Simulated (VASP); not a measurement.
Computed with optB88-vdW, VASP's PBE PAW potentials (set 64) (plane waves; VASP 6.6.1).

VASP ran on this input.

### KPOINTS
```
Automatic mesh
0
Gamma
  7 7 4
0 0 0
```

### POSCAR
```
ZrS2
1
    1.8213353895    -3.1546454545     0.0000000000
    1.8213353895     3.1546454545     0.0000000000
    0.0000000000     0.0000000000     5.7683003727
Zr S
1 2
Direct
  0.0000000000   0.0000000000   0.0000000000
  0.3333330000   0.6666670000   0.2497033571
  0.6666670000   0.3333330000   0.7502966429
```

INCAR:
```
SYSTEM = ZrS2
PREC = Accurate; ENCUT = 520; LREAL = F
LASPH = T
EDIFF = 1E-7; NELM = 100; ALGO = Normal
LMAXMIX = 4
ISMEAR = 0; SIGMA = 0.05
GGA = BO; LUSE_VDW = T; AGGAC = 0.0
PARAM1 = 0.1833333333; PARAM2 = 0.22
IBRION = 2; NSW = 30; ISIF = 4
EDIFFG = -0.01
LWAVE = F; LCHARG = F
```

POTCAR, in this order: Zr_sv S (PBE.64 set). Program: vasp_std.

Problem. Estimate the energy per atom (σ→0).

Solution. 
```yaml
energy per atom (σ→0): -5.275 eV/atom
```

**OSZICAR**
```
...
DAV:   1    -0.158267590470E+02   -0.12812E-02   -0.69642E-02   896   0.210E+00    0.213E-01
DAV:   2    -0.158258086286E+02    0.95042E-03   -0.43801E-03  1072   0.437E-01    0.110E-01
DAV:   3    -0.158256643720E+02    0.14426E-03   -0.34219E-04  1224   0.125E-01    0.458E-02
DAV:   4    -0.158256250326E+02    0.39339E-04   -0.95851E-05  1232   0.717E-02    0.151E-02
DAV:   5    -0.158256238844E+02    0.11482E-05   -0.11609E-05  1176   0.226E-02    0.626E-03
DAV:   6    -0.158256239169E+02   -0.32526E-07   -0.12130E-06  1152   0.714E-03    0.300E-03
DAV:   7    -0.158256239848E+02   -0.67847E-07   -0.31398E-07   952   0.376E-03
   5 F= -.15825624E+02 E0= -.15825624E+02  d E =-.927083E-03
```

The compound is ZrS2 in the 1T layered structure. This cell is one point of a volume scan, at 0.97 of the reference volume. Symmetry was kept, so distortions that lower it aren't found.
